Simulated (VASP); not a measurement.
Level of theory: PBE GGA with D3 dispersion (zero damping), VASP's PBE PAW potentials (set 64) (plane waves; VASP).

VASP input:

### POSCAR
```
LiF
1
    0.0000000000     2.0177146132     2.0177146132
    2.0177146132     0.0000000000     2.0177146132
    2.0177146132     2.0177146132     0.0000000000
Li F
1 1
Direct
  0.0000000000   0.0000000000   0.0000000000
  0.5000000000   0.5000000000   0.5000000000
```

INCAR:
```
SYSTEM = LiF
PREC = Accurate
ENCUT = 520
EDIFF = 1E-7
NELM = 100
ALGO = Normal
LREAL = .FALSE.
LASPH = .TRUE.
ISMEAR = 0
SIGMA = 0.05
GGA = PE
IVDW = 11
LWAVE = .FALSE.
LCHARG = .FALSE.
ISIF = 2
```

KPOINTS:
```
Automatic mesh
0
Gamma
11 11 11
0 0 0
```

POTCAR, in this order: Li_sv F (PBE.64 set). Program: vasp_std.

Output of the run:

OSZICAR:
```
       N       E                     dE             d eps       ncg     rms          rms(c)
DAV:   1     0.294527660278E+02    0.29453E+02   -0.55650E+03  1088   0.111E+03
DAV:   2    -0.911781154895E+01   -0.38571E+02   -0.37696E+02  1071   0.202E+02
DAV:   3    -0.101368840675E+02   -0.10191E+01   -0.10174E+01  1360   0.308E+01
DAV:   4    -0.101494785321E+02   -0.12594E-01   -0.12591E-01  1359   0.326E+00
DAV:   5    -0.101495243973E+02   -0.45865E-04   -0.45865E-04  1355   0.144E-01    0.454E+00
DAV:   6    -0.962750822743E+01    0.52202E+00   -0.28221E+00  1027   0.131E+01    0.140E+00
DAV:   7    -0.963169316778E+01   -0.41849E-02   -0.18997E-02  1377   0.155E+00    0.856E-01
DAV:   8    -0.963855329063E+01   -0.68601E-02   -0.16363E-02  1391   0.167E+00    0.991E-02
DAV:   9    -0.963864848868E+01   -0.95198E-04   -0.82233E-04  1102   0.314E-01    0.414E-02
DAV:  10    -0.963871420823E+01   -0.65720E-04   -0.14673E-04  1151   0.115E-01    0.658E-03
DAV:  11    -0.963871685277E+01   -0.26445E-05   -0.23390E-06  1389   0.204E-02    0.208E-03
DAV:  12    -0.963871687356E+01   -0.20789E-07   -0.56968E-07  1127   0.892E-03
   1 F= -.99203720E+01 E0= -.99203720E+01  d E =-.366699E-25
```

### OUTCAR
```
------------------------ aborting loop because EDIFF is reached ----------------------------------------
 Edisp (eV)   -0.28166
  FORCE on cell =-STRESS in cart. coord.  units (eV):
  Direction    XX          YY          ZZ          XY          YZ          ZX
  --------------------------------------------------------------------------------------
  Total      -0.22327    -0.22327    -0.22327     0.00000     0.00000    -0.00000
  in kB     -21.77356   -21.77356   -21.77356     0.00000     0.00000    -0.00000
  external pressure =      -21.77 kB  Pullay stress =        0.00 kB
  volume of cell :       16.43
      direct lattice vectors                 reciprocal lattice vectors
     0.000000000  2.017714613  2.017714613    -0.247805114  0.247805114  0.247805114
     2.017714613  0.000000000  2.017714613     0.247805114 -0.247805114  0.247805114
     2.017714613  2.017714613  0.000000000     0.247805114  0.247805114 -0.247805114
  FREE ENERGIE OF THE ION-ELECTRON SYSTEM (eV)
  ---------------------------------------------------
  free  energy   TOTEN  =        -9.9203719643 eV

  energy  without entropy=       -9.9203719643  energy(sigma->0) =       -9.92037196
```
(Selected blocks of OUTCAR.)

The compound is LiF in the rock salt structure. This cell is one point of a volume scan, at 1.03 of the reference volume.
